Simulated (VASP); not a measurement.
# TiO2 (Rutile): the relaxed cell at several levels

Aim: relax TiO2 (Rutile) at several levels and hold each cell against experiment. The levels: LDA, PBE, r2SCAN, PBE + D3(BJ), r2SCAN + rVV10, AM05, optB86b-vdW and BLYP + D3(BJ). The start is a cell from a database of measured crystal structures.

Calculated with VASP 6.6.1; LDA; plane waves and PAW (Ti_sv, O), in the first sound run; inputs show where later runs differ.

**Measured values to reproduce.**

“Strain-stabilized superconductivity” (2020, arxiv:2005.06543) quotes from earlier work for TiO2, rutile (bulk substrate material, quoted from earlier work): lattice constant a 4.594 Å [literature value for the substrate]; lattice constant c 2.959 Å [literature value for the substrate].

This is a report of a sequence of runs, with most program output left out.

## (1) The structure

Before any relaxation, the start is as follows. Symmetry: P4_2/mnm, No. 136, tetragonal system. The conventional cell has a = 4.592 Å, b = 4.592 Å, c = 2.957 Å, α = 90.00°, β = 90.00°, γ = 90.00°. Nearest to Ti lie 6 O at 1.95 to 1.98 Å. Nearest to O lie 3 Ti at 1.95 to 1.98 Å. Farther neighbours and most contacts between anions are not listed.

As a file:

```cif
data_structure
_symmetry_space_group_name_H-M 'P4_2/mnm'
_symmetry_Int_Tables_number 136
_cell_length_a 4.5922
_cell_length_b 4.5922
_cell_length_c 2.9574
_cell_angle_alpha 90.000
_cell_angle_beta 90.000
_cell_angle_gamma 90.000
_cell_volume 62.37
loop_
_atom_site_label
_atom_site_type_symbol
_atom_site_symmetry_multiplicity
_atom_site_Wyckoff_symbol
_atom_site_fract_x
_atom_site_fract_y
_atom_site_fract_z
_atom_site_occupancy
Ti1 Ti 2 a 0.00000 0.00000 0.00000 1
O1 O 4 f 0.30496 0.30496 0.00000 1
```

## (2) Relaxation with LDA

Properties are meant for the cell that this level of theory prefers, so cell and atoms are relaxed first (ISIF = 3) until forces and stress are small; EDIFFG sets the threshold. LDA, the lowest rung, knows the local density alone.

File INCAR:

```
SYSTEM = TiO2
PREC = Accurate
ENCUT = 560
EDIFF = 1E-06
NELM = 100
ISMEAR = -1
SIGMA = 0.05
LREAL = .FALSE.
ALGO = Normal
GGA = CA
NBANDS = 30
LASPH = .TRUE.
LORBIT = 11
LWAVE = .FALSE.
LCHARG = .FALSE.
KPAR = 4
IBRION = 2
NSW = 60
ISIF = 3
EDIFFG = -0.01
```

File POSCAR:

```
TiO2
1.0
    4.5922000000      0.0000000000      0.0000000000
    0.0000000000      4.5922000000      0.0000000000
    0.0000000000      0.0000000000      2.9574000000
Ti O
2 4
Direct
    0.0000000000      0.0000000000      0.0000000000
    0.5000000000      0.5000000000      0.5000000000
    0.3049600000      0.3049600000      0.0000000000
    0.1950400000      0.8049600000      0.5000000000
    0.6950400000      0.6950400000      0.0000000000
    0.8049600000      0.1950400000      0.5000000000
```

File KPOINTS:

```
Automatic mesh
0
Gamma
5 5 8
0 0 0
```

The projector-augmented-wave data sets are Ti_sv and O (PBE family, release 64).

Command:

```
> mpirun -np 4 vasp_std
```

Wall time 40 s (4 MPI ranks of Intel Xeon Platinum 8488C (Sapphire Rapids), shared host); peak memory 0.75 GiB; 2.4 min of CPU time.

The gap is read on the k-mesh alone, so it is an upper bound where the band edges lie off the mesh. The PAW data sets were made with PBE, though LDA sets exist; this is a small mismatch. The run keeps the 16 symmetry operations of its start, so it cannot find a distortion of lower symmetry.

The steps of the relaxation:

| step | energy less that of the first step (eV) | largest force (eV/Å) | pressure (GPa) | volume (Å³) |
| --- | --- | --- | --- | --- |
| 1 | 0.0000 | 0.0035 | -6.69 | 62.37 |
| 2 | 0.0354 | 0.3727 | 10.54 | 58.53 |
| 3 | -0.0368 | 0.1447 | -0.06 | 60.73 |
| 4 | -0.0368 | 0.1476 | 0.03 | 60.70 |
| 5 | -0.0389 | 0.0147 | 0.06 | 60.61 |
| 6 | -0.0389 | 0.0007 | 0.09 | 60.60 |

| conventional cell, symmetrised | before | after | change |
| --- | --- | --- | --- |
| a (Å) | 4.592 | 4.554 | -0.8 % |
| b (Å) | 4.592 | 4.554 | -0.8 % |
| c (Å) | 2.957 | 2.922 | -1.2 % |
| volume (Å³/atom) | 10.39 | 10.10 | -2.8 % |

Final coordinates:

```xyz
6
Lattice="4.5539 0.0000 0.0000 0.0000 4.5539 0.0000 0.0000 0.0000 2.9223" Properties=species:S:1:pos:R:3 pbc="T T T"
Ti    0.0000    0.0000    0.0000
Ti    2.2770    2.2770    1.4611
O     1.3838    1.3838    0.0000
O     0.8932    3.6607    1.4611
O     3.1701    3.1701    0.0000
O     3.6607    0.8932    1.4611
```

This step gave:

* electrons: 48
* bands: 30
* irreducible k-points: 30
* symmetry operations: 16
* free energy (TOTEN): -58.9444 eV
* Fermi energy: 5.681 eV
* pressure: 0.08880 GPa
* metallic: no
* valence top at k: 0, 0, 0
* conduction bottom at k: 0, 0, 0
* least direct gap at k: 0, 0, 0
* SCF cycles over all ionic steps: 51
* gap on the k-mesh: 1.808 eV
* least direct gap on the k-mesh: 1.808 eV

It ends with a largest force of 0.001 eV/Å and a pressure of 0.09 GPa. The volume lies -2.8 % from that of the database's start, which holds the thermal and zero-point expansion of its experiment. The conventional cell has a = 4.554 and c = 2.922 Å.

## (3) Relaxation with PBE

This step: PBE; plane waves and PAW (Ti_sv, O) (VASP 6.6.1).

PBE, the usual starting point, adds the gradient of the density.

INCAR: that of step 2 with these lines changed.

```diff
@@ -9,3 +9,3 @@
 ALGO = Normal
-GGA = CA
+GGA = PE
 NBANDS = 30
```

POSCAR is that of step 2.

KPOINTS is that of step 2.

Command:

```
> mpirun -np 4 vasp_std
```

Wall time 56 s (4 MPI ranks); peak memory 0.83 GiB.

The steps of the relaxation:

| step | energy less that of the first step (eV) | largest force (eV/Å) | pressure (GPa) | volume (Å³) |
| --- | --- | --- | --- | --- |
| 1 | 0.0000 | 0.1250 | 6.01 | 62.37 |
| 2 | 0.0154 | 0.2414 | -6.68 | 65.95 |
| 3 | -0.0293 | 0.0492 | -0.02 | 63.94 |
| 4 | -0.0292 | 0.0458 | 0.08 | 63.91 |
| 5 | -0.0312 | 0.0176 | 0.10 | 63.99 |
| 6 | -0.0314 | 0.0001 | 0.09 | 64.04 |
| 7 | -0.0314 | 0.0023 | 0.09 | 64.03 |

| conventional cell, symmetrised | before | after | change |
| --- | --- | --- | --- |
| a (Å) | 4.592 | 4.646 | +1.2 % |
| b (Å) | 4.592 | 4.646 | +1.2 % |
| c (Å) | 2.957 | 2.967 | +0.3 % |
| volume (Å³/atom) | 10.39 | 10.67 | +2.7 % |

The relaxed structure:

```xyz
6
Lattice="4.6456 0.0000 0.0000 0.0000 4.6456 0.0000 0.0000 0.0000 2.9669" Properties=species:S:1:pos:R:3 pbc="T T T"
Ti    0.0000    0.0000    0.0000
Ti    2.3228    2.3228    1.4835
O     1.4168    1.4168    0.0000
O     0.9060    3.7396    1.4835
O     3.2288    3.2288    0.0000
O     3.7396    0.9060    1.4835
```

Numbers from this step:

```
free energy (TOTEN)             : -53.6764 eV
Fermi energy                    : 5.442 eV
pressure                        : 0.08735 GPa
SCF cycles over all ionic steps : 61
gap on the k-mesh               : 1.823 eV
least direct gap on the k-mesh  : 1.823 eV
```

It ends at 10.67 Å³/atom, +2.7 % from the start, with 0.09 GPa left. The conventional cell has a = 4.646 and c = 2.967 Å.

## (4) Relaxation with r2SCAN

This step: r2SCAN; plane waves and PAW (Ti_sv, O) (VASP 6.6.1).

r2SCAN adds the kinetic-energy density, costs more than a GGA and is run with LASPH.

INCAR: that of step 3 with these lines changed.

```diff
@@ -9,5 +9,5 @@
 ALGO = Normal
-GGA = PE
+METAGGA = R2SCAN
+LASPH = .TRUE.
 NBANDS = 30
-LASPH = .TRUE.
 LORBIT = 11
```

POSCAR is that of step 3.

KPOINTS is that of step 3.

Command:

```
> mpirun -np 4 vasp_std
```

It took 95 s on 4 MPI ranks; peak memory 0.81 GiB.

The PAW data sets were made with PBE, which is usual practice but a small mismatch for other functionals.

Relaxation path:

| step | energy less that of the first step (eV) | largest force (eV/Å) | pressure (GPa) | volume (Å³) |
| --- | --- | --- | --- | --- |
| 1 | 0.0000 | 0.0834 | 1.38 | 62.37 |
| 2 | 0.0017 | 0.0660 | -2.02 | 63.18 |
| 3 | -0.0017 | 0.0209 | -0.05 | 62.70 |
| 4 | -0.0017 | 0.0194 | -0.08 | 62.70 |
| 5 | -0.0018 | 0.0007 | 0.00 | 62.69 |

| conventional cell, symmetrised | before | after | change |
| --- | --- | --- | --- |
| a (Å) | 4.592 | 4.601 | +0.2 % |
| b (Å) | 4.592 | 4.601 | +0.2 % |
| c (Å) | 2.957 | 2.961 | +0.1 % |
| volume (Å³/atom) | 10.39 | 10.45 | +0.5 % |

The relaxed structure:

```xyz
6
Lattice="4.6010 0.0000 0.0000 0.0000 4.6010 0.0000 0.0000 0.0000 2.9611" Properties=species:S:1:pos:R:3 pbc="T T T"
Ti    0.0000    0.0000    0.0000
Ti    2.3005    2.3005    1.4806
O     1.4013    1.4013    0.0000
O     0.8993    3.7018    1.4806
O     3.1998    3.1998    0.0000
O     3.7018    0.8993    1.4806
```

It ends at 10.45 Å³/atom, +0.5 % from the start, with 0.00 GPa left. The conventional cell has a = 4.601 and c = 2.961 Å.

## (5) Relaxation with PBE + D3(BJ)

This step: PBE with D3(BJ); plane waves and PAW (Ti_sv, O) (VASP 6.6.1).

A dispersion term adds the long-range attraction that semilocal functionals lack. D3 with Becke-Johnson damping keeps a finite attraction at short range.

INCAR: that of step 4 with these lines changed.

```diff
@@ -9,5 +9,6 @@
 ALGO = Normal
-METAGGA = R2SCAN
+GGA = PE
+IVDW = 12
+NBANDS = 30
 LASPH = .TRUE.
-NBANDS = 30
 LORBIT = 11
```

POSCAR is that of step 4.

KPOINTS is that of step 4.

Command:

```
> mpirun -np 4 vasp_std
```

Run time: 27 s. Hardware: 4 MPI ranks; peak memory 0.86 GiB.

Step by step:

| step | energy less that of the first step (eV) | largest force (eV/Å) | pressure (GPa) | volume (Å³) |
| --- | --- | --- | --- | --- |
| 1 | 0.0000 | 0.1287 | 2.04 | 62.37 |
| 2 | 0.0018 | 0.0860 | -2.64 | 63.57 |
| 3 | -0.0042 | 0.0284 | -0.15 | 62.91 |
| 4 | -0.0046 | 0.0015 | -0.05 | 62.88 |
| 5 | -0.0046 | 0.0045 | 0.02 | 62.88 |

| conventional cell, symmetrised | before | after | change |
| --- | --- | --- | --- |
| a (Å) | 4.592 | 4.611 | +0.4 % |
| b (Å) | 4.592 | 4.611 | +0.4 % |
| c (Å) | 2.957 | 2.958 | +0.0 % |
| volume (Å³/atom) | 10.39 | 10.48 | +0.8 % |

Final coordinates:

```xyz
6
Lattice="4.6107 0.0000 0.0000 0.0000 4.6107 0.0000 0.0000 0.0000 2.9577" Properties=species:S:1:pos:R:3 pbc="T T T"
Ti    0.0000    0.0000    0.0000
Ti    2.3053    2.3053    1.4789
O     1.4027    1.4027    0.0000
O     0.9026    3.7081    1.4789
O     3.2079    3.2079    0.0000
O     3.7081    0.9026    1.4789
```

It ends at 10.48 Å³/atom, +0.8 % from the start, with 0.02 GPa left. The conventional cell has a = 4.611 and c = 2.958 Å. Against plain PBE, the dispersion term moves a by -0.8 % and c by -0.3 %.

## (6) Relaxation with r2SCAN + rVV10

This step: r2SCAN with rVV10; plane waves and PAW (Ti_sv, O) (VASP 6.6.1).

LUSE_VDW switches on a nonlocal correlation term for dispersion.

INCAR: that of step 5 with these lines changed.

```diff
@@ -9,6 +9,9 @@
 ALGO = Normal
-GGA = PE
-IVDW = 12
+METAGGA = R2SCAN
+LUSE_VDW = .TRUE.
+IVDW_NL = 2
+BPARAM = 11.95
+CPARAM = 0.0093
+LASPH = .TRUE.
 NBANDS = 30
-LASPH = .TRUE.
 LORBIT = 11
```

POSCAR is that of step 5.

KPOINTS is that of step 5.

Command:

```
> mpirun -np 4 vasp_std
```

Elapsed: 2.4 min, on 4 MPI ranks; peak memory 1.3 GiB.

It ends at 10.38 Å³/atom, -0.1 % from the start, with 0.10 GPa left. The conventional cell has a = 4.589 and c = 2.958 Å. Against plain r2SCAN, the dispersion term moves a by -0.3 % and c by -0.1 %.

## (7) Relaxation with AM05

This step: AM05; plane waves and PAW (Ti_sv, O) (VASP 6.6.1).

AM05 is built from the electron gas and the surface model, and does well on lattice constants.

INCAR: that of step 6 with these lines changed.

```diff
@@ -9,9 +9,5 @@
 ALGO = Normal
-METAGGA = R2SCAN
-LUSE_VDW = .TRUE.
-IVDW_NL = 2
-BPARAM = 11.95
-CPARAM = 0.0093
+GGA = AM
+NBANDS = 30
 LASPH = .TRUE.
-NBANDS = 30
 LORBIT = 11
```

POSCAR is that of step 6.

KPOINTS is that of step 6.

Command:

```
> mpirun -np 4 vasp_std
```

Run time: 33 s. Hardware: 4 MPI ranks; peak memory 0.82 GiB.

It ends at 10.37 Å³/atom, -0.2 % from the start, with 0.00 GPa left. The conventional cell has a = 4.601 and c = 2.941 Å.

## (8) Relaxation with optB86b-vdW

This step: optB86b-vdW; plane waves and PAW (Ti_sv, O) (VASP 6.6.1).

optB86b-vdW pairs nonlocal correlation with a less repulsive exchange of B86b form.

INCAR: that of step 7 with these lines changed.

```diff
@@ -9,5 +9,9 @@
 ALGO = Normal
-GGA = AM
+GGA = MK
+AGGAC = 0
+LUSE_VDW = .TRUE.
+PARAM1 = 0.1234
+PARAM2 = 1
+LASPH = .TRUE.
 NBANDS = 30
-LASPH = .TRUE.
 LORBIT = 11
```

POSCAR is that of step 7.

KPOINTS is that of step 7.

Command:

```
> mpirun -np 4 vasp_std
```

Wall time 1.8 min (4 MPI ranks); peak memory 1.6 GiB; 7.1 min of CPU time.

It ends at 10.49 Å³/atom, +1.0 % from the start, with 0.01 GPa left. The conventional cell has a = 4.613 and c = 2.960 Å.

## (9) Relaxation with BLYP + D3(BJ)

This step: BLYP with D3(BJ); plane waves and PAW (Ti_sv, O) (VASP 6.6.1).

BLYP comes from molecular chemistry and underbinds dense solids.

INCAR: that of step 8 with these lines changed.

```diff
@@ -9,9 +9,14 @@
 ALGO = Normal
-GGA = MK
-AGGAC = 0
-LUSE_VDW = .TRUE.
-PARAM1 = 0.1234
-PARAM2 = 1
+GGA = B5
+ALDAX = 1
+AGGAX = 1
+AGGAC = 1
+ALDAC = 0
+IVDW = 12
+VDW_S6 = 1
+VDW_S8 = 2.6996
+VDW_A1 = 0.4298
+VDW_A2 = 4.2359
+NBANDS = 30
 LASPH = .TRUE.
-NBANDS = 30
 LORBIT = 11
```

POSCAR is that of step 8.

KPOINTS is that of step 8.

Command:

```
> mpirun -np 4 vasp_std
```

Wall time 56 s (4 MPI ranks); peak memory 0.87 GiB; 3.6 min of CPU time.

It ends at 10.52 Å³/atom, +1.2 % from the start, with 0.03 GPa left. The conventional cell has a = 4.611 and c = 2.969 Å.

## (10) The cells as a table

This step: relaxed cells at several levels; plane waves and PAW (VASP 6.6.1).

This step runs nothing: it gathers the runs above.

Lengths are those of the conventional cell; cost is the wall time of each run, as given at its step, times its ranks, without the set-up around it. Results by level, by row:

| level | volume (Å³/atom) | change from the start (%) | a (Å) | c (Å) | cost (core minutes) |
| --- | --- | --- | --- | --- | --- |
| LDA | 10.1 | -2.8 | 4.554 | 2.922 | 2.67 |
| PBE | 10.67 | 2.7 | 4.646 | 2.967 | 3.73 |
| r2SCAN | 10.45 | 0.5 | 4.601 | 2.961 | 6.33 |
| PBE + D3(BJ) | 10.48 | 0.8 | 4.611 | 2.958 | 1.8 |
| r2SCAN + rVV10 | 10.38 | -0.1 | 4.589 | 2.958 | 9.73 |
| AM05 | 10.37 | -0.2 | 4.601 | 2.941 | 2.2 |
| optB86b-vdW | 10.49 | 1 | 4.613 | 2.96 | 7.2 |
| BLYP + D3(BJ) | 10.52 | 1.2 | 4.611 | 2.969 | 3.73 |

## (11) Outcome

| Item | Value |
| --- | --- |
| volume, LDA | 10.10 Å³/atom |
| volume, PBE | 10.67 Å³/atom |
| volume, r2SCAN | 10.45 Å³/atom |
| volume, PBE + D3(BJ) | 10.48 Å³/atom |
| volume, r2SCAN + rVV10 | 10.38 Å³/atom |
| volume, AM05 | 10.37 Å³/atom |
| volume, optB86b-vdW | 10.49 Å³/atom |
| volume, BLYP + D3(BJ) | 10.52 Å³/atom |

What this shows: For TiO2 (Rutile) the levels give volumes between 10.10 Å³/atom (LDA) and 10.67 Å³/atom (PBE), a spread of 5.7 %, while the cost of the finished runs spans a factor of 5.4. Within 1 % of experiment on every length: r2SCAN, PBE + D3(BJ), r2SCAN + rVV10, AM05, optB86b-vdW and BLYP + D3(BJ). The nearest, r2SCAN + rVV10, took 5.4 times the core time of PBE + D3(BJ) and lowers the largest miss from 0.36 to 0.11 %. Thermal and zero-point expansion, often some tenths of a per cent in length, bear on this order: with the measured lengths lowered by an assumed 0.4 % the nearest is still r2SCAN + rVV10. The costs hold the number of ionic steps as well as the price of the functional. The closing table has room for seven levels; BLYP + D3(BJ) stands in the table of levels alone. Adding D3(BJ) to PBE changes the volume by -1.8 % (a by -0.8 % and c by -0.3 %). Adding rVV10 to r2SCAN changes the volume by -0.6 % (a by -0.3 % and c by -0.1 %). Within 0.02 Å all end in space group P4_2/mnm; the runs can't lower the symmetry of the start. Each is a single relaxation on the plane waves of the start cell, so larger changes of volume carry a basis-set error that was not tested here.

Computed beside measured:

```
              quantity  measured             LDA             PBE          r2SCAN    PBE + D3(BJ)  r2SCAN + rVV10            AM05     optB86b-vdW
lattice constant a (Å)     4.594  4.554 (-0.9 %)  4.646 (+1.1 %)  4.601 (+0.2 %)  4.611 (+0.4 %)  4.589 (-0.1 %)  4.601 (+0.1 %)  4.613 (+0.4 %)
lattice constant c (Å)     2.959  2.922 (-1.2 %)  2.967 (+0.3 %)  2.961 (+0.1 %)  2.958 (-0.0 %)  2.958 (-0.0 %)  2.941 (-0.6 %)  2.960 (+0.0 %)
```

Measured values from arxiv:2005.06543 (2020).

Verdict: For the lattice constant a, of the levels listed nearest comes r2SCAN + rVV10 (-0.1 %, good agreement) and farthest PBE (+1.1 %, fair agreement). For the lattice constant c, of the levels listed nearest comes optB86b-vdW (+0.0 %, good agreement) and farthest LDA (-1.2 %, fair agreement). The grades are ours: good and fair within 0.7 and 1.5 % for the lattice constant a and 0.8 and 2 % for the lattice constant c. For lattice constants the calculation has a static lattice, without zero-point motion or thermal expansion.

[Lines on the potential files, build, host, timing and source positions are cut from VASP's logs without a mark.]

[Logs are printed without paths, hosts, clocks, repeated set-up lines and the standing remarks that a program may print on its own settings, such as how far it seeks lower states.]

[Hosts, paths, dates, database ids (printed as entryN), source tags and the programs' standing remarks are cut or masked in the printed files.]

[A measured line is paired with the nearest computed mode of its activity, which favours agreement.]
